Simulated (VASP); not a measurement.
All values below come from PBE GGA, VASP's PBE PAW potentials (set 64) (plane waves; VASP).

The input files of a VASP run:

### INCAR
```
! general
SYSTEM  = Sb2Se3
PREC    = Accurate
ENCUT   = 300
LREAL   = .FALSE.
LASPH   = .TRUE.

! electronic loop
EDIFF   = 1E-6
NELM    = 100
ALGO    = Normal
LMAXMIX = 4

! smearing
ISMEAR  = -1
SIGMA   = 0.1

! functional
GGA     = PE

! ions
ISIF    = 2

! output
LWAVE   = .FALSE.
LCHARG  = .FALSE.
```

File POSCAR:
```
Sb2Se3
7.2410220
  0.6417862009   0.0000000000   0.0000000000
 -0.3208929623   0.5558030344   0.0000000000
  0.0000000000   0.0000000000   1.0000000000
Sb Se
2 3
Cart
 -0.0000002288   0.3705355416   0.2467000000
  0.3208934674   0.1852674929   0.7533000000
  0.0000000000   0.0000000000   0.0000000000
 -0.0000002288   0.3705355416   0.6470000000
  0.3208934674   0.1852674929   0.3530000000
```

**KPOINTS**
```
Automatic
0
G
  4 4 2
0 0 0
```

POTCAR, in this order: Sb Se (PBE.64 set). Program: vasp_std.

Output

File OSZICAR:
```
       N       E                     dE             d eps       ncg     rms          rms(c)
DAV:   1     0.109633267416E+03    0.10963E+03   -0.79289E+03   288   0.825E+02
DAV:   2    -0.110083432412E+02   -0.12064E+03   -0.11833E+03   396   0.169E+02
DAV:   3    -0.194835031952E+02   -0.84752E+01   -0.83428E+01   328   0.510E+01
DAV:   4    -0.196899611456E+02   -0.20646E+00   -0.20570E+00   390   0.732E+00
DAV:   5    -0.196924708117E+02   -0.25097E-02   -0.25016E-02   374   0.802E-01    0.595E+00
DAV:   6    -0.188889227843E+02    0.80355E+00   -0.27989E+00   362   0.651E+00    0.370E+00
DAV:   7    -0.188952838592E+02   -0.63611E-02   -0.31267E-01   324   0.271E+00    0.172E+00
DAV:   8    -0.188950197718E+02    0.26409E-03   -0.20340E-02   372   0.792E-01    0.478E-01
DAV:   9    -0.188955903595E+02   -0.57059E-03   -0.22118E-03   354   0.321E-01    0.955E-02
DAV:  10    -0.188957839711E+02   -0.19361E-03   -0.39649E-04   372   0.108E-01    0.409E-02
DAV:  11    -0.188958585953E+02   -0.74624E-04   -0.11446E-04   320   0.617E-02    0.128E-02
DAV:  12    -0.188958710705E+02   -0.12475E-04   -0.19016E-05   396   0.233E-02    0.573E-03
DAV:  13    -0.188958734036E+02   -0.23331E-05   -0.32148E-06   304   0.889E-03    0.185E-03
DAV:  14    -0.188958738223E+02   -0.41868E-06   -0.67113E-07   214   0.447E-03
   1 F= -.18895874E+02 E0= -.18874086E+02  d E =-.435757E-01
```

**OUTCAR**
```
------------------------ aborting loop because EDIFF is reached ----------------------------------------
  FORCE on cell =-STRESS in cart. coord.  units (eV):
  Direction    XX          YY          ZZ          XY          YZ          ZX
  --------------------------------------------------------------------------------------
  Total        2.0984283      2.0984274      0.6562081      0.0000005      0.0000000     -0.0000000
  in kB       24.8252616     24.8252509      7.7632093      0.0000062      0.0000000     -0.0000000
  external PRESSURE =      19.1379073 kB  Pullay stress =       0.0000000 kB
  volume of cell :      135.43
      direct lattice vectors                 reciprocal lattice vectors
     4.647188000  0.000000000  0.000000000     0.215183892  0.124236451  0.000000000
    -2.323593000  4.024582000  0.000000000     0.000000000  0.248473009  0.000000000
     0.000000000  0.000000000  7.241022000     0.000000000  0.000000000  0.138102052
 POSITION                                       TOTAL-FORCE (eV/Angst)
 -----------------------------------------------------------------------------------
     -0.00000      2.68306      1.78636        -0.000000      0.000000     -0.626277
      2.32360      1.34153      5.45466        -0.000000     -0.000000      0.626277
      0.00000      0.00000      0.00000        -0.000000      0.000000      0.000000
     -0.00000      2.68306      4.68494         0.000000      0.000000     -0.279647
      2.32360      1.34153      2.55608        -0.000000      0.000000      0.279647
 -----------------------------------------------------------------------------------
    total drift:                               -0.000000      0.000000      0.000000
  FREE ENERGIE OF THE ION-ELECTRON SYSTEM (eV)
  ---------------------------------------------------
  free  energy   TOTEN  =       -18.8958738223 eV

  energy  without entropy=      -18.8522981381  energy(sigma->0) =      -18.87408598
```
(Selected blocks of OUTCAR.)

The structure was generated: Sb2Se3 was put into an ordered model structure, which need not be its known phase. The cell was not relaxed at this level. The k-mesh is coarse (spacing up to 0.43 per Å, 2π included), so the numbers may not be converged in it.
